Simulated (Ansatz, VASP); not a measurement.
**KI: VASP beside Ansatz**

One calculation is typed for both programs; each brings its own data sets. How far apart do they land? The cell is taken from a series of runs on this material, whose earlier steps may have relaxed, scaled, displaced or heated it; both programs get it as it stands.

Main program and level: Ansatz 0.2.0; plane waves, with VASP 6.6.1 beside it; relaxation of cell and atoms at LDA.

## Step 1: Starting point

It takes space group Fm-3m (No. 225, cubic). The conventional cell has a = 6.817 Å, b = 6.817 Å, c = 6.817 Å, α = 90.00°, β = 90.00°, γ = 90.00°. Nearest to K lie 6 I at 3.41 Å. Nearest to I lie 6 K at 3.41 Å. Farther neighbours and most contacts between anions are not listed.

## Step 2: Ansatz: relaxation of cell and atoms, LDA

Ansatz runs on its default PAW (the set named soft_2) files.

The relaxed volume is the usual yardstick between codes: in a stiff, nearly cubic crystal its relative difference is about their pressure difference at one cell divided by the bulk modulus.

File input.yaml:

```yaml
crystal:
  lattice:
    - [0.0, 3.4087162983, 3.4087162983]
    - [3.4087162983, 0.0, 3.4087162983]
    - [3.4087162983, 3.4087162983, 0.0]
  atoms:
    - { symbol: K, position: [0.0, 0.0, 0.0] }
    - { symbol: I, position: [0.5, 0.5, 0.5] }
kpoints:
  mp_grid: { grid: [8, 8, 8] }
hamiltonian:
  xc: lda
scf:
  occupations: { method: fixed }
  lower_state_search: "off"
output:
  forces: true
  stress: true
  eigenvalues: true
basis:
  ecutwfc: 550.0
relax:
  adjacent_minimum: "off"
  f_tol: 0.001
  max_steps: 60
  cell: { stress_tol: 0.01 }
```

The run is started by

```console
$ ansatz run input.yaml --threads 8 --pin off --max-ram 16384MiB --backend cpu --events-out ev --progress --plain --runs-dir out
```

Numbers of over 12 decimals in the logs are rounded to 6 here.

The program printed:

```text
Engine: ansatz 0.2.0, aarch64-unknown-linux-gnu
Pseudopotentials: kind: paw
Pseudopotential: K, paw, valence charge 9, recommended cutoff 420 eV (normal), K.paw.azcp
Pseudopotential: I, paw, valence charge 17, recommended cutoff 420 eV (normal), I.paw.azcp
Functional definition: SPW92
  exchange = slater_x
  correlation = pw_c
Crystal: 2 atoms, lattice volume = 79.214 Å³
Basis set: ecut = 550 eV, 2277 PW (Γ)
Bands: 17, of which v1, the nominal top of the filled ones, is band 13 counted from 1 (12 counted from 0)
Symmetry: 48 space group operations
Space group: Fm-3m (ITA 225), of the structure as read, at distance tolerance 4.3e-5 Å
k-points: 29 of 512
Non-local potential: K, projectors of the file, l = 0: 3, l = 1: 2, l = 2: 2
Non-local potential: I, projectors of the file, l = 0: 2, l = 1: 2, l = 2: 2, l = 3: 2
PAW form: soft (Blöchl's): semilocal exchange-correlation on the pseudo side does not see the compensation charge
PAW frozen core: K, regenerated for the run's functional, and the local potential with it (the file was generated under x = pbe(κ = 0.804, μ = 0.219515), c = pbe(β = 0.066725))
PAW frozen core: I, regenerated for the run's functional, and the local potential with it (the file was generated under x = pbe(κ = 0.804, μ = 0.219515), c = pbe(β = 0.066725))
PAW one-centre angular grid: K, 110 points (default); XC on 64 Gauss nodes
PAW one-centre angular grid: I, 590 points (default); XC on 64 Gauss nodes
Initial density: superposition of atomic densities (neutral atoms: chi_scale 0, normalization atom), corrected by the library's trained network
Initial wavefunctions: pseudopotential atomic-orbital guess
Functional: x = slater, c = lda
SCF iter   1: F=—  HF=-8855.102011 eV  |F-HF|=—  |Δ(HF+E_count)|=         —  Δρ=4.81e-3  dr2=8.44e-3  ethr=1.77e-3  ⟨swp⟩=5.4  Hψ=2348  notcnv=0  defer=55
preconditioner: auto → none  [insulator: Δε(μ)=3.858 eV  Ē_g=13.644 eV  n_scr=14 (ndim 8)  ℏωp=15.6 eV  f_vac=0.103  ε∞_Penn≈2.3]
SCF iter   2: F=—  HF=-8855.099059 eV  |F-HF|=—  |Δ(HF+E_count)|=   2.95e-3  Δρ=2.30e-3  dr2=1.59e-3  ethr=3.25e-5  ⟨swp⟩=2.3  Hψ=976  notcnv=0  defer=56
SCF iter   3: F=—  HF=-8855.098881 eV  |F-HF|=—  |Δ(HF+E_count)|=   1.77e-4  Δρ=3.81e-4  dr2=1.44e-4  ethr=6.10e-6  ⟨swp⟩=3.0  Hψ=921  notcnv=0  defer=56
SCF iter   4: F=—  HF=-8855.098817 eV  |F-HF|=—  |Δ(HF+E_count)|=   6.41e-5  Δρ=6.82e-5  dr2=3.58e-6  ethr=5.52e-7  ⟨swp⟩=2.0  Hψ=928  notcnv=0  defer=56
SCF iter   5: F=—  HF=-8855.098815 eV  |F-HF|=—  |Δ(HF+E_count)|=   2.44e-6  Δρ=1.33e-5  dr2=6.41e-8  ethr=1.38e-8  ⟨swp⟩=2.0  Hψ=610  notcnv=0  defer=45
SCF iter   6: F=-8855.098815 eV  HF=-8855.098815 eV  |F-HF|=1.20e-10  |Δ(HF+E_count)|=   1.89e-8  Δρ=2.35e-6  dr2=1.31e-9  ethr=2.47e-10  ⟨swp⟩=7.0  Hψ=3052  notcnv=0
SCF 1 converged in 6 iterations: F = -8855.098815 eV  dr2 = 1.31e-9
  greatest PAW one-centre occupation: 1.000 electrons in one spin orbital (limit 2), on the I atom at site 1 (counted from 0), in its partial waves of l = 2
relax step   1: F+E_penalty+E_count = -8855.09881478 eV  Δ(F+E_penalty+E_count) = +0.000e0 eV  max|allowed force component| = 3.501e-29 eV/Å  Δτ_max = 0.0000 Å  P = +0.001 GPa  Ω = 79.214 Å³  (6 SCF iters, dr2 threshold 1.00e-7 eV, accepted)
Initial density: handed on by an earlier stage of this run
Initial wavefunctions: pseudopotential atomic-orbital guess (no wavefunctions were taken with the density)
iter 1 solved again at ethr=6.57e-7 eV; its pass at ethr=3.10e-3 eV (dr2=1.71e-4 eV) is discarded
SCF iter   1: F=—  HF=-8855.098815 eV  |F-HF|=—  |Δ(HF+E_count)|=         —  Δρ=3.04e-6  dr2=3.09e-9  ethr=6.57e-7  ⟨swp⟩=2.9  Hψ=3585  notcnv=0  defer=56
eigensolver tolerance schedule: the retry pair's looser diagonalisation over-reported the residual by 55341.46 of it (diagonalisation noise at an unbounded share of the residual, at the tolerance the schedule requests for it); recorded, not acted on — ethr = c·dr2/N_el stays at c = 1.0e-1
preconditioner: auto → none  [insulator: Δε(μ)=3.869 eV  Ē_g=13.673 eV  n_scr=14 (ndim 8)  ℏωp=15.6 eV  f_vac=0.081  ε∞_Penn≈2.3]
SCF iter   2: F=—  HF=-8855.098815 eV  |F-HF|=—  |Δ(HF+E_count)|=   9.56e-8  Δρ=1.03e-6  dr2=8.45e-10  ethr=1.19e-11  ⟨swp⟩=3.8  Hψ=1279  notcnv=0  defer=55
SCF iter   3: F=—  HF=-8855.098815 eV  |F-HF|=—  |Δ(HF+E_count)|=  1.11e-10  Δρ=5.50e-7  dr2=1.16e-10  ethr=3.25e-12  ⟨swp⟩=2.0  Hψ=585  notcnv=0  defer=55
SCF iter   4: F=—  HF=-8855.098815 eV  |F-HF|=—  |Δ(HF+E_count)|=  6.00e-11  Δρ=1.82e-7  dr2=1.58e-11  ethr=4.44e-13 (applied; sched 1.00e-12)  ⟨swp⟩=2.7  Hψ=848  notcnv=0  defer=55
SCF iter   5: F=—  HF=-8855.098815 eV  |F-HF|=—  |Δ(HF+E_count)|=  1.09e-11  Δρ=6.59e-8  dr2=3.99e-12  ethr=6.09e-14 (applied; sched 1.00e-12)  ⟨swp⟩=2.0  Hψ=754  notcnv=0  defer=55
SCF iter   6: F=-8855.098815 eV  HF=-8855.098815 eV  |F-HF|=0.00e0  |Δ(HF+E_count)|=  1.82e-12  Δρ=2.24e-8  dr2=3.96e-13  ethr=1.00e-12  ⟨swp⟩=8.6  Hψ=3032  notcnv=0
SCF 2 converged in 6 iterations: F = -8855.098815 eV  dr2 = 3.96e-13
relax step   2: F+E_penalty+E_count = -8855.09881478 eV  Δ(F+E_penalty+E_count) = -2.619e-10 eV  max|allowed force component| = 3.675e-29 eV/Å  Δτ_max = 0.0000 Å  P = +0.001 GPa  Ω = 79.214 Å³  stress off target by 5.11e-4 GPa  SCF on the basis re-selected at this cell (its energy is not comparable with the rows above)  (6 SCF iters)
basis re-selected at this cell: Δ(F+E_penalty+E_count) = -2.619e-10 eV, ΔP = -0.000 GPa vs the last step (what re-selecting the basis moved, of the pressure what is left beyond the Pulay correction that the steps carried, after the strain that the cell walked since its last selection, with what the two solves' SCF thresholds leave and, on support functions, any second-order correction that the steps lacked; it is no  [...]
SCF converged after 6 iterations
Free energy (F): -8855.098815 eV
Harris-Foulkes:  -8855.098815 eV  (|F-HF|=0.00e0)
Internal energy: -8855.098815 eV  (E = F + TS)
E sigma→0 (E₀):  -8855.098815 eV
Fermi energy:    2.900622 eV
--- Per-component energies (eV) ---
  E_band       = -504.804377
  E_kinetic    = 444.372106
  E_local      = -2710.867083  (includes V_loc(G=0)·N_el)
  E_nonlocal   = -69.637493
  E_hartree    = 1287.911605
  E_xc         = -260.727527
  E_vxc        = -292.806890  (∫ρ·V_xc dr)
  E_paw        = -5403.477034  (= ΣΔE_a)
  E_vpaw       = -451.688120  (= ΣTr[D̂ρ^β])
  E_aug_tail   = -0.000078  (compensation charges beyond the density's cutoff)
  E_ewald      = -2143.712026
  E_core_change = 1.038715  (= ΣΔE_core)
  E_smearing   = -0.000000  (= −TS)
  E_closure    = 0.000000  (closes the sum)
  Σ components = -8855.098815   (vs F -8855.098815, Δ=0.00e0)
--- Forces (eV/Å), atoms counted from 1 ---
  atom   1  K     -0.00000000     0.00000000     0.00000000
  atom   2  I      0.00000000     0.00000000     0.00000000
  max |Σ_I F_I| component: 6.96e-29 eV/Å
--- Stress (GPa, compression-positive) ---
        0.000511      -0.000000      -0.000000
        0.000000       0.000511       0.000000
       -0.000000      -0.000000       0.000511
  P = ⅓ Tr σ = 0.0005 GPa (0.005 kbar)
--- Band table (eV; the first three rows and the last of 29) ---
  k-point 0: bands = [... 9 lower, -7.8939, 2.9006, 2.9006, 2.9006, 6.7699, 9.1378, 9.1378, 9.1378]
  k-point 1: bands = [... 9 lower, -7.8059, 2.5659, 2.8261, 2.8261, 7.2129, 9.0718, 9.3259, 9.3259]
  k-point 2: bands = [... 9 lower, -7.6219, 1.9346, 2.6581, 2.6581, 7.9128, 9.3648, 9.8225, 9.8225]
  k-point 28: bands = [... 9 lower, -7.5694, 2.0063, 2.0063, 2.1291, 9.1788, 9.1788, 9.5836, 11.2369]
--- Relaxed structure (1 steps of the walk, 1 accepted, 1 SCFs on fresh bases) ---
  F+E_penalty+E_count = -8855.09881478 eV   max|allowed force component| = 3.675e-29 eV/Å   (the final SCF, on the basis selected at the relaxed cell)
  cell:  # Å, volume = 79.2141 Å³
    - [0.0, 3.4087162983, 3.4087162983]
    - [3.4087162983, 0.0, 3.4087162983]
    - [3.4087162983, 3.4087162983, 0.0]
  atoms:
    - { symbol: K, position: [0.0, 0.0, 0.0] }
    - { symbol: I, position: [0.5, 0.5, 0.5] }
```

## Step 3: VASP: relaxation of cell and atoms, LDA

The same cell, functional (in two slightly different forms) and mesh now go to VASP, with its own data sets.

Lines of VASP's logs that name or quote its potential files are left out, and so is its time.

File INCAR:

```
SYSTEM = KI
PREC = Accurate
ENCUT = 500
EDIFF = 1E-07
NELM = 120
ISMEAR = 0
SIGMA = 0.01
LREAL = .FALSE.
ALGO = Normal
GGA = CA
NBANDS = 14
LORBIT = 11
LWAVE = .FALSE.
LCHARG = .FALSE.
ISIF = 3
IBRION = 2
NSW = 80
EDIFFG = -0.005
LASPH = .TRUE.
GGA_COMPAT = .FALSE.
NELMIN = 4
EFERMI = MIDGAP
```

File POSCAR:

```
KI
1.0
    0.0000000000      3.4087160000      3.4087160000
    3.4087160000      0.0000000000      3.4087160000
    3.4087160000      3.4087160000      0.0000000000
K I
1 1
Direct
    0.0000000000      0.0000000000      0.0000000000
    0.5000000000      0.5000000000      0.5000000000
```

File KPOINTS:

```
Automatic mesh
0
Gamma
8 8 8
0 0 0
```

PAW data sets: K_sv and I (LDA family, release 64).

The run is started by

```console
$ mpirun -np 1 vasp_std
```

The program printed:

```text
[banner, memory and clock lines left out]
running    1 mpi-ranks, on    1 nodes
 distrk:  each k-point on    1 cores,    1 groups
 distr:  one band on    1 cores,    1 groups

 POSCAR found type information on POSCAR K I
 POSCAR found :  2 types and       2 ions
 LDA part: xc-table for (Slater(with rela. corr.)+CA(PZ))
 , standard interpolation
 POSCAR, INCAR and KPOINTS ok, starting setup
 FFT: planning ... GRIDC
 FFT: planning ... GRID_SOFT
 FFT: planning ... GRID
 WAVECAR not read
 entering main loop
       N       E                     dE             d eps       ncg     rms          rms(c)
DAV:   1     0.938095527546E+02    0.93810E+02   -0.64724E+03   812   0.954E+02
DAV:   2    -0.403967568725E+00   -0.94214E+02   -0.86733E+02  1004   0.238E+02
DAV:   3    -0.599419154207E+01   -0.55902E+01   -0.55593E+01  1134   0.490E+01
DAV:   4    -0.625187455890E+01   -0.25768E+00   -0.25751E+00  1356   0.103E+01
DAV:   5    -0.625293907147E+01   -0.10645E-02   -0.10645E-02  1090   0.703E-01    0.407E+00
DAV:   6    -0.617910339490E+01    0.73836E-01   -0.79123E-02   974   0.191E+00    0.281E+00
DAV:   7    -0.616618740372E+01    0.12916E-01   -0.87341E-02  1016   0.176E+00    0.807E-01
DAV:   8    -0.616606517418E+01    0.12223E-03   -0.13869E-02   932   0.907E-01    0.216E-01
DAV:   9    -0.616603877730E+01    0.26397E-04   -0.42329E-04  1076   0.134E-01    0.106E-01
DAV:  10    -0.616607319639E+01   -0.34419E-04   -0.19765E-04  1058   0.662E-02    0.800E-02
DAV:  11    -0.616606418765E+01    0.90087E-05   -0.61021E-05   830   0.479E-02    0.709E-03
DAV:  12    -0.616606427749E+01   -0.89840E-07   -0.24382E-06  1022   0.126E-02    0.376E-03
DAV:  13    -0.616606439971E+01   -0.12222E-06   -0.19549E-07   968   0.341E-03    0.585E-03
DAV:  14    -0.616606439299E+01    0.67171E-08   -0.97578E-08   586   0.178E-03
   1 F= -.61660644E+01 E0= -.61660644E+01  d E =-.616606E+01
 curvature:   0.00 expect dE= 0.000E+00 dE for cont linesearch  0.000E+00
 trial: gam= 0.00000 g(F)=  0.386E-60 g(S)=  0.731E-04 ort = 0.000E+00 (trialstep = 0.100E+01)
 search vector abs. value=  0.731E-04
 bond charge predicted
       N       E                     dE             d eps       ncg     rms          rms(c)
DAV:   1    -0.616661476899E+01   -0.55037E-03   -0.10851E-02   944   0.975E-01    0.144E-01
DAV:   2    -0.616622502633E+01    0.38974E-03   -0.92354E-04  1050   0.263E-01    0.593E-02
DAV:   3    -0.616611312215E+01    0.11190E-03   -0.32975E-04  1414   0.138E-01    0.500E-02
DAV:   4    -0.616611568740E+01   -0.25652E-05   -0.78127E-06  1246   0.225E-02    0.190E-02
DAV:   5    -0.616611547978E+01    0.20761E-06   -0.12570E-05  1474   0.182E-02    0.392E-03
DAV:   6    -0.616611546621E+01    0.13572E-07   -0.95342E-08   708   0.279E-03
   2 F= -.61661155E+01 E0= -.61661155E+01  d E =-.510732E-04
 trial-energy change:   -0.000051  1 .order   -0.000050   -0.000073   -0.000026
 step:   1.4561(harm=  1.5667)  dis= 0.00000  next Energy=    -6.166122 (dE=-0.572E-04)
 bond charge predicted
       N       E                     dE             d eps       ncg     rms          rms(c)
DAV:   1    -0.616622853935E+01   -0.11306E-03   -0.22714E-03   944   0.445E-01    0.650E-02
DAV:   2    -0.616614751002E+01    0.81029E-04   -0.19352E-04  1062   0.120E-01    0.271E-02
DAV:   3    -0.616612417751E+01    0.23333E-04   -0.69083E-05  1408   0.629E-02    0.228E-02
DAV:   4    -0.616612472384E+01   -0.54634E-06   -0.16397E-06  1258   0.104E-02    0.869E-03
DAV:   5    -0.616612467977E+01    0.44078E-07   -0.26164E-06  1468   0.831E-03    0.180E-03
DAV:   6    -0.616612467754E+01    0.22230E-08   -0.18681E-08   592   0.127E-03
   3 F= -.61661247E+01 E0= -.61661247E+01  d E =-.602846E-04
 curvature:  -0.75 expect dE=-0.822E-06 dE for cont linesearch -0.822E-06
 trial: gam=-0.10721 g(F)=  0.405E-60 g(S)=  0.109E-05 ort = 0.893E-05 (trialstep = 0.109E+01)
 search vector abs. value=  0.164E-07
 reached required accuracy - stopping structural energy minimisation
```

OUTCAR, selected parts (step 3):

```text
ion  position               nearest neighbor table
   1  0.000  0.000  0.000-   2 3.41   2 3.41   2 3.41   2 3.41   2 3.41   2 3.41
   2  0.500  0.500  0.500-   1 3.41   1 3.41   1 3.41   1 3.41   1 3.41   1 3.41

  LATTYP: Found a face centered cubic cell.
 ALAT       =     6.8174320000

 Subroutine GETGRP returns: Found 48 space group operations
 (whereof 48 operations were pure point group operations)

The static configuration has the point symmetry O_h .

 Found     29 irreducible k-points:

   k-points           NKPTS =     29   k-points in BZ     NKDIM =     29   number of bands    NBANDS=     14

   dimension x,y,z NGX =    36 NGY =   36 NGZ =   36
   dimension x,y,z NGXF=    72 NGYF=   72 NGZF=   72

   ENCUT  =  500.0 eV  36.75 Ry    6.06 a.u.   8.79  8.79  8.79*2*pi/ulx,y,z

   NELECT =      16.0000    total number of electrons

 k-points in reciprocal lattice and weights: Automatic mesh
   0.00000000  0.00000000  0.00000000       0.002
   0.12500000  0.00000000  0.00000000       0.016
   0.25000000  0.00000000  0.00000000       0.016
   0.37500000  0.00000000  0.00000000       0.016
   0.50000000  0.00000000  0.00000000       0.008
   0.12500000  0.12500000  0.00000000       0.012
   0.25000000  0.12500000  0.00000000       0.047
   0.37500000  0.12500000  0.00000000       0.047
   0.50000000  0.12500000  0.00000000       0.047
[...]
-0.37500000  0.50000000  0.12500000       0.023
  -0.25000000  0.50000000  0.25000000       0.012

 average (electrostatic) potential at core
       1 -34.9788       2 -94.4524

 E-fermi :   1.8974

 k-point     1 :       0.0000    0.0000    0.0000
  band No.  band energies     occupation
    ...
      4     -11.7628      2.00000
      5     -10.7822      2.00000
      6      -0.0378      2.00000
      7      -0.0378      2.00000
      8      -0.0378      2.00000
      9       3.8325      0.00000
     10       6.1798      0.00000
     11       6.1798      0.00000
     12       6.1798      0.00000
     13       7.0135      0.00000
    ...

 k-point     2 :       0.1250    0.0000    0.0000
  band No.  band energies     occupation
    ...
      4     -11.7633      2.00000
      5     -10.6968      2.00000
      6      -0.3714      2.00000
      7      -0.1119      2.00000
      8      -0.1119      2.00000
      9       4.2737      0.00000
     10       6.1159      0.00000
     11       6.3675      0.00000
     12       6.3675      0.00000
     13       7.2307      0.00000
    ...

 k-point     3 :       0.2500    0.0000    0.0000
  band No.  band energies     occupation
    ...
      4     -11.7644      2.00000
      5     -10.5163      2.00000
      6      -1.0011      2.00000
      7      -0.2790      2.00000
      8      -0.2790      2.00000
      9       4.9695      0.00000
     10       6.4121      0.00000
     11       6.8630      0.00000
     12       6.8630      0.00000
     13       7.8443      0.00000
    ...

  Total        0.0038817      0.0038817      0.0038817     -0.0000000      0.0000000     -0.0000000
  in kB        0.0782476      0.0782476      0.0782476     -0.0000000      0.0000000     -0.0000000
  external PRESSURE =       0.0782476 kB  Pullay stress =       0.0000000 kB

  energy-cutoff  :      500.00
  volume of cell :       79.48
      direct lattice vectors                 reciprocal lattice vectors
     0.000000000  3.412521637  3.412521637    -0.146519218  0.146519218  0.146519218
     3.412521637  0.000000000  3.412521637     0.146519218 -0.146519218  0.146519218
     3.412521637  3.412521637  0.000000000     0.146519218  0.146519218 -0.146519218

 POSITION                                       TOTAL-FORCE (eV/Angst)
 -----------------------------------------------------------------------------------
      0.00000      0.00000      0.00000         0.000000     -0.000000     -0.000000
      3.41252      3.41252      3.41252        -0.000000      0.000000      0.000000
 -----------------------------------------------------------------------------------
    total drift:                                0.000000      0.000000      0.000000

  FREE ENERGIE OF THE ION-ELECTRON SYSTEM (eV)
  ---------------------------------------------------
  free  energy   TOTEN  =        -6.1661246775 eV

  energy  without entropy=       -6.1661246775  energy(sigma->0) =       -6.16612468

 reached required accuracy - stopping structural energy minimisation

 total charge
# of ion       s       p       d       tot
------------------------------------------
    1        1.959   5.562   0.032   7.553
    2        1.498   2.855   0.002   4.355
--------------------------------------------------
tot          3.457   8.416   0.034  11.907

[... 3 further parts left out ...]
```

CONTCAR:

```
KI
   1.00000000000000
     0.0000000000000000    3.4125216370616402    3.4125216370616402
     3.4125216370616402    0.0000000000000000    3.4125216370616402
     3.4125216370616402    3.4125216370616402    0.0000000000000000
  K               I
     1     1
Direct
     0.0000000000000000    0.0000000000000000    0.0000000000000000
     0.5000000000000000    0.5000000000000000    0.5000000000000000
```

## Step 4: Side by side

Known differences besides the potentials themselves: the two LDA forms differ slightly; fixed occupations in Ansatz, narrow Gaussian smearing in VASP; the data sets hold 26 valence electrons in Ansatz (on its default PAW (the set named soft_2) files) and 16 in VASP; the cutoff is 550 eV in Ansatz and 500 eV in VASP; VASP's log shows a relativistic correction to its local exchange, Ansatz's none; Ansatz adds a Pulay correction to the stress that steers its cell, VASP none. Total energies have different zeros and are not compared.

Both answers:

| quantity | Ansatz | VASP | difference |
| --- | --- | --- | --- |
| volume (Å³) | 79.21 | 79.48 | -0.33 % |
| edge a after relaxation, in the typed setting (Å) | 4.821 | 4.826 | -0.11 % |

## Step 5: What came out

```
difference in volume (relaxation of cell and atoms, LDA) : -0.33 %
```

The difference in volume is -0.33 % (relaxation of cell and atoms, LDA), within the 1.2 % picked in this series as the mark of a large difference, as far as the stopping tolerances let one tell. The data sets hold unlike numbers of valence electrons (26 in Ansatz and 16 in VASP), so part of the differences comes from the potentials. Such differences can come from data sets, numerical settings and the points named under the comparisons, not from the functional's error against experiment.

[Lines on the potential files, build, host, timing and source positions are cut from VASP's logs without a mark.]

[Logs are printed without paths, hosts, clocks, repeated set-up lines and the standing remarks that a program may print on its own settings, such as how far it seeks lower states.]

[Hosts, paths, dates, database ids (printed as entryN), source tags and the programs' standing remarks are cut or masked in the printed files.]
